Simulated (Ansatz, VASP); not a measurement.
# Cross-check of HfO2 between VASP and Ansatz, part 2 of 3

Aim: how closely do two programs agree when they are given the same cell, functional and k mesh? The cell is taken from a series of runs on this material, whose earlier steps may have relaxed, scaled, displaced or heated it; both programs get it as it stands.

VASP 6.6.1 and Ansatz 0.2.0.

So far: Set-up; VASP: zone-centre phonons, LDA.

## 2. VASP: zone-centre phonons, LDA (continued)

Level of this step: LDA; plane waves and PAW (O, Hf_pv) (VASP).

From OUTCAR (step 2):

```text
ion  position               nearest neighbor table
   1  0.000  0.500  0.712-   5 2.05   5 2.05   6 2.27   6 2.27
   2  0.500  0.000  0.788-   6 2.05   6 2.05   5 2.27   5 2.27
   3  0.500  0.000  0.288-   5 2.05   5 2.05   6 2.27   6 2.27
   4  0.000  0.500  0.212-   6 2.05   6 2.05   5 2.27   5 2.27
   5  0.500  0.500  0.500-   1 2.05   3 2.05   3 2.05   1 2.05   2 2.27   2 2.27   4 2.27   4 2.27
                             6 3.52   6 3.52   6 3.52   6 3.52   6 3.52   6 3.52   6 3.52   6 3.52
   6  0.000  0.000  0.000-   2 2.05   4 2.05   4 2.05   2 2.05   1 2.27   3 2.27   1 2.27   3 2.27
                             5 3.52   5 3.52   5 3.52   5 3.52   5 3.52   5 3.52   5 3.52   5 3.52

  LATTYP: Found a simple tetragonal cell.
 ALAT       =     3.4983661637
 C/A-ratio  =     1.4319188758

 Subroutine GETGRP returns: Found 16 space group operations
 (whereof  8 operations were pure point group operations)

The static configuration has the point symmetry D_2d.
 The point group associated with its full space group is D_4h.

 Found     60 irreducible k-points:

   k-points           NKPTS =     60   k-points in BZ     NKDIM =     60   number of bands    NBANDS=     28

   dimension x,y,z NGX =    28 NGY =   28 NGZ =   40
   dimension x,y,z NGXF=    56 NGYF=   56 NGZF=   80

   ENCUT  =  600.0 eV  44.10 Ry    6.64 a.u.   6.99  6.99 10.00*2*pi/ulx,y,z

   NELECT =      44.0000    total number of electrons

 k-points in reciprocal lattice and weights: Automatic mesh
   0.00000000  0.00000000  0.00000000       0.003
   0.12500000  0.00000000  0.00000000       0.010
   0.25000000  0.00000000  0.00000000       0.010
   0.37500000  0.00000000  0.00000000       0.010
   0.50000000  0.00000000  0.00000000       0.005
   0.12500000  0.12500000  0.00000000       0.010
   0.25000000  0.12500000  0.00000000       0.021
   0.37500000  0.12500000  0.00000000       0.021
   0.50000000  0.12500000  0.00000000       0.010
[...]
0.50000000  0.37500000  0.50000000       0.010
   0.50000000  0.50000000  0.50000000       0.003

 average (electrostatic) potential at core
       1 -70.2934       2 -70.2934       3 -70.2934       4 -70.2934       5 -36.6887
       6 -36.6887

 Eigenvectors and eigenvalues of the dynamical matrix
 ----------------------------------------------------

   1 f  =   21.291085 THz   133.775832 2PiTHz  710.194147 cm-1    88.052812 meV
             X         Y         Z           dx          dy          dz
      0.000000  1.749183  3.568847     0.000000   -0.000000   -0.500000
      1.749183  0.000000  3.945218    -0.000000    0.000000   -0.500000
      1.749183  0.000000  1.440530     0.000000   -0.000000    0.500000
      0.000000  1.749183  1.064159    -0.000000    0.000000    0.500000
      1.749183  1.749183  2.504688     0.000000    0.000000   -0.000000
      0.000000  0.000000  0.000000    -0.000000    0.000000   -0.000000

   2 f  =   20.974008 THz   131.783578 2PiTHz  699.617594 cm-1    86.741488 meV
             X         Y         Z           dx          dy          dz
      0.000000  1.749183  3.568847     0.066817    0.045169   -0.000000
      1.749183  0.000000  3.945218    -0.066817   -0.045169   -0.000000
      1.749183  0.000000  1.440530     0.004317    0.699139    0.000000
      0.000000  1.749183  1.064159    -0.004317   -0.699139    0.000000
      1.749183  1.749183  2.504688    -0.006509   -0.068111    0.000000
      0.000000  0.000000  0.000000     0.006509    0.068111    0.000000

   3 f  =   20.974008 THz   131.783578 2PiTHz  699.617594 cm-1    86.741488 meV
             X         Y         Z           dx          dy          dz
      0.000000  1.749183  3.568847     0.699139   -0.004317    0.000000
      1.749183  0.000000  3.945218    -0.699139    0.004317    0.000000
      1.749183  0.000000  1.440530     0.045169   -0.066817   -0.000000
      0.000000  1.749183  1.064159    -0.045169    0.066817   -0.000000
      1.749183  1.749183  2.504688    -0.068111    0.006509    0.000000
      0.000000  0.000000  0.000000     0.068111   -0.006509   -0.000000

   4 f  =   19.045933 THz   119.669124 2PiTHz  635.303926 cm-1    78.767612 meV
             X         Y         Z           dx          dy          dz
      0.000000  1.749183  3.568847     0.000000    0.000000   -0.495098
      1.749183  0.000000  3.945218    -0.000000   -0.000000    0.495098
      1.749183  0.000000  1.440530    -0.000000   -0.000000   -0.495098
      0.000000  1.749183  1.064159     0.000000    0.000000    0.495098
      1.749183  1.749183  2.504688    -0.000000    0.000000    0.098769
      0.000000  0.000000  0.000000    -0.000000    0.000000   -0.098769

   5 f  =   15.205452 THz    95.538672 2PiTHz  507.199281 cm-1    62.884668 meV
             X         Y         Z           dx          dy          dz
      0.000000  1.749183  3.568847    -0.006358    0.698826   -0.000000
      1.749183  0.000000  3.945218     0.006358   -0.698826    0.000000
      1.749183  0.000000  1.440530     0.093517   -0.047512    0.000000
      0.000000  1.749183  1.064159    -0.093517    0.047512    0.000000
      1.749183  1.749183  2.504688    -0.003246   -0.024259   -0.000000
      0.000000  0.000000  0.000000     0.003246    0.024259    0.000000

   6 f  =   15.205452 THz    95.538672 2PiTHz  507.199281 cm-1    62.884668 meV
             X         Y         Z           dx          dy          dz
      0.000000  1.749183  3.568847     0.047512    0.093517   -0.000000
      1.749183  0.000000  3.945218    -0.047512   -0.093517    0.000000
      1.749183  0.000000  1.440530    -0.698826   -0.006358    0.000000
      0.000000  1.749183  1.064159     0.698826    0.006358   -0.000000
      1.749183  1.749183  2.504688     0.024259   -0.003246    0.000000
      0.000000  0.000000  0.000000    -0.024259    0.003246    0.000000

   7 f  =   14.210992 THz    89.290297 2PiTHz  474.027672 cm-1    58.771914 meV
             X         Y         Z           dx          dy          dz
      0.000000  1.749183  3.568847     0.567739   -0.048529   -0.000000
      1.749183  0.000000  3.945218     0.567739   -0.048529    0.000000
      1.749183  0.000000  1.440530    -0.074005    0.372295    0.000000
      0.000000  1.749183  1.064159    -0.074005    0.372295    0.000000
      1.749183  1.749183  2.504688    -0.147798   -0.096919   -0.000000
      0.000000  0.000000  0.000000    -0.147798   -0.096919    0.000000

   8 f  =   14.210992 THz    89.290297 2PiTHz  474.027672 cm-1    58.771914 meV
             X         Y         Z           dx          dy          dz
      0.000000  1.749183  3.568847    -0.372295   -0.074005    0.000000
      1.749183  0.000000  3.945218    -0.372295   -0.074005   -0.000000
      1.749183  0.000000  1.440530     0.048529    0.567739   -0.000000
      0.000000  1.749183  1.064159     0.048529    0.567739    0.000000
      1.749183  1.749183  2.504688     0.096919   -0.147798    0.000000
      0.000000  0.000000  0.000000     0.096919   -0.147798   -0.000000

   9 f  =   10.060560 THz    63.212362 2PiTHz  335.584154 cm-1    41.607114 meV
             X         Y         Z           dx          dy          dz
      0.000000  1.749183  3.568847     0.000000   -0.000000   -0.460481
      1.749183  0.000000  3.945218     0.000000   -0.000000   -0.460481
      1.749183  0.000000  1.440530    -0.000000    0.000000   -0.460481
      0.000000  1.749183  1.064159    -0.000000    0.000000   -0.460481
      1.749183  1.749183  2.504688    -0.000000   -0.000000    0.275527
      0.000000  0.000000  0.000000     0.000000    0.000000    0.275527

  10 f  =    8.005940 THz    50.302804 2PiTHz  267.049411 cm-1    33.109892 meV
             X         Y         Z           dx          dy          dz
      0.000000  1.749183  3.568847    -0.000000    0.000000   -0.500000
      1.749183  0.000000  3.945218    -0.000000    0.000000    0.500000
      1.749183  0.000000  1.440530     0.000000    0.000000    0.500000
      0.000000  1.749183  1.064159    -0.000000   -0.000000   -0.500000
      1.749183  1.749183  2.504688    -0.000000    0.000000   -0.000000
      0.000000  0.000000  0.000000    -0.000000   -0.000000    0.000000

  11 f  =    7.522834 THz    47.267358 2PiTHz  250.934722 cm-1    31.111926 meV
             X         Y         Z           dx          dy          dz
      0.000000  1.749183  3.568847     0.000000    0.000000    0.069840
      1.749183  0.000000  3.945218     0.000000   -0.000000   -0.069840
      1.749183  0.000000  1.440530    -0.000000   -0.000000    0.069840
      0.000000  1.749183  1.064159    -0.000000   -0.000000   -0.069840
      1.749183  1.749183  2.504688    -0.000000    0.000000    0.700175
      0.000000  0.000000  0.000000     0.000000   -0.000000   -0.700175

  12 f  =    4.835118 THz    30.379942 2PiTHz  161.282174 cm-1    19.996432 meV
             X         Y         Z           dx          dy          dz
      0.000000  1.749183  3.568847     0.003653    0.670022    0.000000
      1.749183  0.000000  3.945218     0.003653    0.670022   -0.000000
      1.749183  0.000000  1.440530     0.074593    0.032811   -0.000000
      0.000000  1.749183  1.064159     0.074593    0.032811    0.000000
      1.749183  1.749183  2.504688    -0.023319   -0.209458    0.000000
      0.000000  0.000000  0.000000    -0.023319   -0.209458    0.000000

  13 f  =    4.835118 THz    30.379942 2PiTHz  161.282174 cm-1    19.996432 meV
             X         Y         Z           dx          dy          dz
      0.000000  1.749183  3.568847     0.032811   -0.074593    0.000000
      1.749183  0.000000  3.945218     0.032811   -0.074593   -0.000000
      1.749183  0.000000  1.440530     0.670022   -0.003653   -0.000000
      0.000000  1.749183  1.064159     0.670022   -0.003653    0.000000
      1.749183  1.749183  2.504688    -0.209458    0.023319    0.000000
      0.000000  0.000000  0.000000    -0.209458    0.023319   -0.000000
    [... 43 further lines ...]
      1.749183  1.749183  2.504688    -0.102311   -0.643334   -0.000000
      0.000000  0.000000  0.000000    -0.102311   -0.643334   -0.000000

 MACROSCOPIC STATIC DIELECTRIC TENSOR IONIC CONTRIBUTION
 ------------------------------------------------------
          35.159631    -0.000000    -0.000000
          -0.000000    35.159631     0.000000
          -0.000000     0.000000    13.541249
 ------------------------------------------------------

 ELASTIC MODULI CONTR FROM IONIC RELAXATION (kBar)
 Direction    XX          YY          ZZ          XY          YZ          ZX
 --------------------------------------------------------------------------------
 XX        -812.1591    396.7445   -525.9559      0.0000      0.0000      0.0000
 YY         396.7445   -812.1591   -525.9559      0.0000     -0.0000      0.0000
 ZZ        -525.9559   -525.9559  -1331.8241      0.0000     -0.0000      0.0000
 XY           0.0000      0.0000      0.0000      0.0000      0.0000      0.0000
 YZ           0.0000     -0.0000     -0.0000      0.0000   -668.9149     -0.0000
 ZX           0.0000      0.0000      0.0000      0.0000     -0.0000   -686.5410
 --------------------------------------------------------------------------------

 PIEZOELECTRIC TENSOR IONIC CONTR  for field in x, y, z        (C/m^2)
          XX          YY          ZZ          XY          YZ          ZX
  --------------------------------------------------------------------------------
  x     0.00000     0.00000     0.00000     0.00000     0.00000     0.00000
  y    -0.00000     0.00000     0.00000     0.00000     0.00000    -0.00000
  z    -0.00000     0.00000     0.00000     0.00000     0.00000     0.00000
```

[end of part 2 of 3]

[Lines on the potential files, build, host, timing and source positions are cut from VASP's logs without a mark.]

[Logs are printed without paths, hosts, clocks, repeated set-up lines and the standing remarks that a program may print on its own settings, such as how far it seeks lower states.]

[Hosts, paths, dates, database ids (printed as entryN), source tags and the programs' standing remarks are cut or masked in the printed files.]
